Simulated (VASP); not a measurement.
Calculation: HSE06 screened hybrid, VASP's PBE PAW potentials (set 64) (plane waves; VASP).

Input for VASP

INCAR:
```
SYSTEM = Ga35N35Si
PREC = Normal
ENCUT = 400
EDIFF = 1E-5
NELM = 50
ALGO = Normal
LREAL = Auto
LASPH = .TRUE.
ISMEAR = 0
SIGMA = 0.05
GGA = PE
LMAXMIX = 4
LWAVE = .FALSE.
LCHARG = .FALSE.
NELMIN = 4
ISYM = 0
HFSCREEN = 0.2
AEXX = 0.25
LHFCALC = .TRUE.
PRECFOCK = Fast
ISIF = 0
```

**KPOINTS**
```
Automatic mesh
0
Gamma
1 1 1
0 0 0
```

**POSCAR**
```
Ga35N35Si
21.1125680
  0.2305886187  -0.3993911976   0.0000000000
  0.2305886187   0.3993911976   0.0000000000
  0.0000000000   0.0000000000   0.4999999991
Ga N Si
35 35 1
Cart
  0.0767863869  -0.0449198243   0.1244178542
  0.0768088510   0.0443404698   0.4996021016
  0.0769391042  -0.0445874005   0.3754034410
  0.0752849541   0.0437311489   0.2504742642
  0.1528556948   0.0891466466   0.1196472879
  0.1537142322   0.1774550283   0.4995535571
  0.1538162755   0.0885794902   0.3741666537
  0.1534553273   0.1790638409   0.2504882355
  0.2309026449   0.2221104064   0.1243735881
  0.2306180536   0.3105547676   0.4998450724
  0.2307858262   0.2218152001   0.3753664729
  0.2305303090   0.3105516894   0.2507850939
  0.1536924578  -0.1776006523   0.1245770127
  0.1538305030  -0.0886177112   0.4998917130
  0.1537520050  -0.1775827042   0.3757164962
  0.1532192601  -0.0884352055   0.2510120030
  0.2302908535  -0.0435690019   0.1249022326
  0.2303743073   0.0443844504   0.4993955145
  0.2306584078  -0.0456910134   0.3745297526
  0.3065482569   0.0885056929   0.1249308447
  0.3073214262   0.1772453262   0.4998755092
  0.3085416847   0.0892264935   0.3744914180
  0.3068843651   0.1777138991   0.2510059085
  0.2295605140  -0.3101256559   0.1243355513
  0.2305349923  -0.2219051543   0.4998057450
  0.2307432859  -0.3103754933   0.3754382796
  0.2297208444  -0.2214704171   0.2510490008
  0.3064009060  -0.1769728674   0.1243362623
  0.3072866733  -0.0885944587   0.4998310018
  0.3072162117  -0.1779517185   0.3754433834
  0.3094197085  -0.0887547535   0.2513502259
  0.3843260523  -0.0444521245   0.1243639763
  0.3839672513   0.0443663074   0.4998231326
  0.3846784372  -0.0446834708   0.3760434357
  0.3852487905   0.0426005133   0.2513615701
  0.0772892583  -0.0438227675   0.2188838820
  0.0762862320   0.0444201094   0.0949977321
  0.0769004222  -0.0441096952   0.4693654565
  0.0772919650   0.0444054652   0.3434286006
  0.1533010008   0.1778487799   0.0949734507
  0.1539392490   0.0885432284   0.4681886073
  0.1538778036   0.1769877728   0.3434122999
  0.2302881583   0.2211077838   0.2188498263
  0.2305853055   0.3105498055   0.0940625357
  0.2303303024   0.2216355863   0.4693355713
  0.2307287494   0.3104839214   0.3443759006
  0.1532610347  -0.1773006874   0.2191270200
  0.1542104373  -0.0884255047   0.0947780471
  0.1535281731  -0.1774734994   0.4695754264
  0.1537510132  -0.0887866153   0.3442206933
  0.2314032125  -0.0371907958   0.2223021012
  0.2296576065   0.0448559089   0.0945333386
  0.2305854622  -0.0436842588   0.4681479987
  0.2318557155   0.0435723688   0.3357774545
  0.3015611706   0.0843800123   0.2223325694
  0.3072820062   0.1768211639   0.0947913981
  0.3067199598   0.0883111355   0.4681529869
  0.3074706553   0.1773935578   0.3442191725
  0.2300766348  -0.3101980648   0.2189889133
  0.2303795372  -0.2218558306   0.0939682139
  0.2306541306  -0.3109019996   0.4694171011
  0.2304811963  -0.2219306856   0.3445811695
  0.3067640282  -0.1773873259   0.2190051193
  0.3066108802  -0.0880864536   0.0946813977
  0.3076867762  -0.1775621662   0.4694108926
  0.3077826689  -0.0890413567   0.3444999490
  0.3848164696  -0.0447381162   0.2187166787
  0.3832711572   0.0446699055   0.0947105607
  0.3842561282  -0.0444233883   0.4697816990
  0.3846340601   0.0440549996   0.3445191039
  0.2366591302   0.0407970440   0.2526585000
```

POTCAR, in this order: Ga N Si (PBE.64 set). Program: vasp_gam. Read from the step before: WAVECAR.

The supercell is sampled at Γ alone, which is coarse: total energies, pressure and levels can be off, energies of defects by several tenths of an eV.

Q: Estimate the energy per atom (σ→0).

A: 
| Property | Value |
|---|---|
| energy per atom (σ→0) | -7.280 eV/atom |

### OSZICAR
```
...
DAV:   5    -0.516917025639E+03    0.59522E-02   -0.41658E-03   416   0.127E-01    0.121E+00
DAV:   6    -0.516914804879E+03    0.22208E-02   -0.93763E-04   416   0.727E-02    0.674E-01
DAV:   7    -0.516914063731E+03    0.74115E-03   -0.38348E-04   416   0.481E-02    0.374E-01
DAV:   8    -0.516913822731E+03    0.24100E-03   -0.10552E-04   414   0.262E-02    0.209E-01
DAV:   9    -0.516913746589E+03    0.76142E-04   -0.44169E-05   360   0.162E-02    0.115E-01
DAV:  10    -0.516913725725E+03    0.20864E-04   -0.14731E-05   206   0.950E-03    0.629E-02
DAV:  11    -0.516913721327E+03    0.43978E-05   -0.63688E-06   232   0.524E-03
   1 F= -.51691372E+03 E0= -.51691372E+03  d E =-.155124E-12
```

The cell is a supercell with a defect, built from GaN (wurtzite): Si_Ga-vac_N. The cell's shape comes from a PBE relaxation. The run is not spin-polarised, so no state with unpaired spins was tried.
